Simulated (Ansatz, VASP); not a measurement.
# Two plane-wave programs on LaPd2

```
CELL_PARAMETERS angstrom
-2.01715 2.01715 4.50135
2.01715 -2.01715 4.50135
2.01715 2.01715 -4.50135
ATOMIC_POSITIONS crystal
La 0.00000 0.00000 0.00000
Pd 0.25000 0.75000 0.50000
Pd 0.75000 0.25000 0.50000
```

Change from the starting cell: volume scaled by 1.02.

Alike in both runs: task single point; functional PBE; k mesh 9 × 9 × 9; occupations fermi-dirac, width 0.05 eV; no spin polarisation.

|  | VASP | Ansatz |
| --- | --- | --- |
| version | VASP 6.6.1 | Ansatz 0.2.0 |
| potentials or method | VASP PAW PBE potentials, release 64 (La, Pd) | Ansatz PAW |
| plane-wave cutoff (eV) | 520 | 420 |
| valence electrons in the cell | 31 | 47 |

VASP gave:

* gap on the k mesh at the Fermi level (eV): none
* pressure (GPa): -2.0
* largest component of the traceless stress (GPa): 0.11

Question: Which values does Ansatz return?

Answer: gap on the k mesh at the Fermi level (eV): none; pressure (GPa): -1.9; largest component of the traceless stress (GPa): 0.12.

A gap of «none» marks a metal or a gap that the smearing closes. The two sets of potentials don't hold the same shells in valence.

Spin-orbit coupling is left out, which matters for the levels of La.
